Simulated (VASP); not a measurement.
```yaml
crystal:
  lattice:
    - [0.00000, 1.97500, 1.97500]
    - [1.97500, 0.00000, 1.97500]
    - [1.97500, 1.97500, 0.00000]
  atoms:
    - { symbol: Re, position: [0.00000, 0.00000, 0.00000] }
```

Computed with LDA (Ceperley-Alder, Perdew-Zunger), VASP's LDA PAW potentials (set 64) (plane waves; VASP). Run with 300 eV cut-off, 10×10×10 Γ-centred mesh, Fermi-Dirac smearing of 0.050 eV, potentials Re.

At this cut-off the stress carries a Pulay error, which pulls relaxed volumes low. Unless said otherwise, spin-orbit coupling is left out, though it shifts the bands of the heavy elements here.

Task: Predict the energy per atom (σ→0), pressure, band gap (on the k-mesh) with the smallest direct gap where there is one.

Result: 
```
Property                                                    Result
------------------------  ----------------------------------------
band gap (on the k-mesh)  none (metal, semimetal or under 0.01 eV)
energy per atom (σ→0)                              -13.613 eV/atom
pressure                                                -24.85 GPa
```

Total energies compare only between runs with the same potentials, cut-off and functional.

The structure comes from a measured Re entry of the Crystallography Open Database, whose conditions weren't checked. The cell was not relaxed at this level.
